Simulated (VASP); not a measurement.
These are PBE GGA, VASP's PBE PAW potentials (set 64) (plane waves; VASP) values and carry that method's errors.

A VASP calculation is set up with these files.

File POSCAR:
```
NaF
1
    0.0000000000     2.2858950000     2.2858950000
    2.2858950000     0.0000000000     2.2858950000
    2.2858950000     2.2858950000     0.0000000000
Na F
1 1
Direct
 -0.0009370000  -0.0013100000  -0.0037460000
  0.5009370000   0.5013100000   0.5037460000
```

KPOINTS:
```
Automatic mesh
0
Gamma
11 11 11
0 0 0
```

### INCAR
```
! general
SYSTEM=NaF
PREC  =Accurate
ENCUT =560
LREAL =.FALSE.
LASPH =.TRUE.

! electronic loop
EDIFF =1E-09
NELM  =100
ALGO  =Normal

! smearing
ISMEAR=0
SIGMA =0.01

! functional
GGA   =PE

! ions
ISIF  =2

! output
LWAVE =.FALSE.
LCHARG=.FALSE.
```

POTCAR, in this order: Na_pv F (PBE.64 set). Program: vasp_std.

Gaps are read on the run's mesh, which can miss a band edge.

Question: Estimate the energy per atom (σ→0), pressure, band gap (on the k-mesh).

Answer: 
```json
{
 "energy per atom (σ→0)": "-4.270 eV/atom",
 "band gap (on the k-mesh)": "6.52 eV",
 "pressure": "45.1 kbar"
}
```

OSZICAR:
```
...
DAV:  10    -0.853904500854E+01    0.65054E-04   -0.46025E-04 15348   0.332E-01    0.119E-02
DAV:  11    -0.853904536568E+01   -0.35714E-06   -0.14131E-05 16431   0.598E-02    0.233E-03
DAV:  12    -0.853904558337E+01   -0.21769E-06   -0.93987E-07 15072   0.133E-02    0.134E-03
DAV:  13    -0.853904552090E+01    0.62469E-07   -0.16281E-07 15471   0.512E-03    0.488E-04
DAV:  14    -0.853904552459E+01   -0.36923E-08   -0.23658E-08 17514   0.229E-03    0.481E-05
DAV:  15    -0.853904553895E+01   -0.14357E-07   -0.81937E-10 14125   0.345E-04    0.377E-05
DAV:  16    -0.853904553834E+01    0.60663E-09   -0.12502E-10  8130   0.132E-04
   1 F= -.85390455E+01 E0= -.85390455E+01  d E =-.390786E-43
```

The structure comes from a computed database's NaF entry; how it stands against other phases isn't given here. The cell was not relaxed at this level, atoms are displaced from their ideal sites. The run is one of a series of settings (EDIFF = 1E-09, ENCUT = 560, KPOINTS 11×11×11 Γ-centred mesh against the base run), some of them coarse on purpose.
